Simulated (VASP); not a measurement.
Given:

```yaml
crystal:
  lattice:
    - [3.18723, 0.00000, 0.00000]
    - [0.00000, 10.25493, 0.00000]
    - [0.00000, 0.00000, 21.43500]
  atoms:
    - { symbol: Zr, position: [0.74537, 0.00000, 0.41329] }
    - { symbol: Zr, position: [0.74537, 0.50000, 0.41329] }
    - { symbol: Zr, position: [0.74537, 0.25000, 0.32657] }
    - { symbol: Zr, position: [0.24537, 0.75000, 0.36993] }
    - { symbol: Zr, position: [0.24537, 0.00000, 0.54336] }
    - { symbol: Zr, position: [0.24537, 0.50000, 0.54336] }
    - { symbol: Zr, position: [0.24537, 0.25000, 0.45664] }
    - { symbol: Zr, position: [0.74537, 0.75000, 0.50000] }
    - { symbol: Zr, position: [0.74537, 0.00000, 0.67343] }
    - { symbol: Zr, position: [0.74537, 0.50000, 0.67343] }
    - { symbol: Zr, position: [0.74537, 0.25000, 0.58671] }
    - { symbol: Zr, position: [0.24537, 0.75000, 0.63007] }
```

These are PBE GGA, VASP's PBE PAW potentials (set 64) (plane waves; VASP) values and carry that method's errors. Settings: 300 eV cut-off, 10×4×1 Γ-centred mesh, Fermi-Dirac smearing of 0.10 eV, potentials Zr_sv.

At this cut-off the stress carries a Pulay error, which pulls relaxed volumes low. The cell holds a wide vacuum, so values per volume refer to the whole cell.

**Question.** Give the force on each atom (eV/Å).

**Answer.** 
| atom | Fx | Fy | Fz |
|---|---|---|---|
| Zr1 | 0.000 | -0.147 | -0.146 |
| Zr2 | 0.000 | 0.147 | -0.146 |
| Zr3 | 0.000 | 0.000 | 1.080 |
| Zr4 | 0.000 | 0.000 | 0.222 |
| Zr5 | 0.000 | 0.106 | 0.415 |
| Zr6 | 0.000 | -0.106 | 0.415 |
| Zr7 | 0.000 | 0.000 | -0.792 |
| Zr8 | 0.000 | 0.000 | -0.332 |
| Zr9 | 0.000 | -0.064 | -0.686 |
| Zr10 | 0.000 | 0.064 | -0.686 |
| Zr11 | 0.000 | 0.000 | 0.488 |
| Zr12 | 0.000 | 0.000 | 0.169 |

**Question.** Give the stress tensor in GPa (positive for a compressed cell).

**Answer.** 
```
-1.99   0.00   0.00
 0.00  -1.16   0.00
 0.00   0.00  -1.81
```
The pressure is its mean diagonal, -1.65 GPa.

The cell is a sheet with vacuum, built from a generated structure.
